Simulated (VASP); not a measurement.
An input for Quantum ESPRESSO's pw.x (written as the equivalent of a VASP run, and not itself run):

```
&CONTROL
  calculation = 'scf'
  pseudo_dir = './pseudo'
  outdir = './out'
  tprnfor = .true.
  tstress = .true.
/
&SYSTEM
  ibrav = 0
  nat = 8
  ntyp = 3
  ecutwfc = 92
  occupations = 'smearing'
  smearing = 'gaussian'
  degauss = 0.000735
  input_dft = 'pbe'
/
&ELECTRONS
  conv_thr = 7.3e-08
  electron_maxstep = 100
/
ATOMIC_SPECIES
  Ga 69.723 Ga.upf
  Cu 63.546 Cu.upf
  Se 78.971 Se.upf
CELL_PARAMETERS angstrom
    -2.7637660    2.7637660    5.4290030
     2.7637660   -2.7637660    5.4290030
     2.7637660    2.7637660   -5.4290030
ATOMIC_POSITIONS crystal
  Ga   0.5000000  0.5000000  0.0000000
  Ga   0.2500000  0.7500000  0.5000000
  Cu   0.0000000  0.0000000  0.0000000
  Cu   0.7500000  0.2500000  0.5000000
  Se   0.8750000  0.8750000  0.5000000
  Se   0.1250000  0.6250000  0.0000000
  Se   0.3750000  0.3750000  0.5000000
  Se   0.6250000  0.1250000  0.0000000
K_POINTS automatic
  6 6 6 0 0 0
```

### Question
Translate this input to VASP (INCAR, KPOINTS, POSCAR, choice of POTCAR).

### Answer
This is not unique; one that fits is 
### KPOINTS
```
Automatic mesh
0
Gamma
6 6 6
0 0 0
```

File POSCAR:
```
CuGaSe2
1
   -2.7637660000     2.7637660000     5.4290030000
    2.7637660000    -2.7637660000     5.4290030000
    2.7637660000     2.7637660000    -5.4290030000
Ga Cu Se
2 2 4
Direct
  0.5000000000   0.5000000000   0.0000000000
  0.2500000000   0.7500000000   0.5000000000
  0.0000000000   0.0000000000   0.0000000000
  0.7500000000   0.2500000000   0.5000000000
  0.8750000000   0.8750000000   0.5000000000
  0.1250000000   0.6250000000   0.0000000000
  0.3750000000   0.3750000000   0.5000000000
  0.6250000000   0.1250000000   0.0000000000
```

**INCAR**
```
! general
SYSTEM  = CuGaSe2
PREC    = Accurate
ENCUT   = 300
LREAL   = .False.
LASPH   = .True.

! electronic loop
EDIFF   = 1E-6
NELM    = 100
ALGO    = Normal
LMAXMIX = 4

! smearing
ISMEAR  = 0
SIGMA   = 0.01

! functional
GGA     = PE

! ions
ISIF    = 2

! output
LWAVE   = .False.
LCHARG  = .False.
```

POTCAR, in this order: Ga_d Cu Se (PBE.64 set). Program: vasp_std.

Limits of the translation: the potentials are each code's own (VASP's PAW set, PseudoDojo norm-conserving files in pw.x), so ENCUT and ecutwfc are chosen apart and not converted; conv_thr bounds pw.x's estimated SCF error, while EDIFF bounds the energy change between steps.

The structure is a typed CuGaSe2 crystal. The cell was not relaxed at this level.
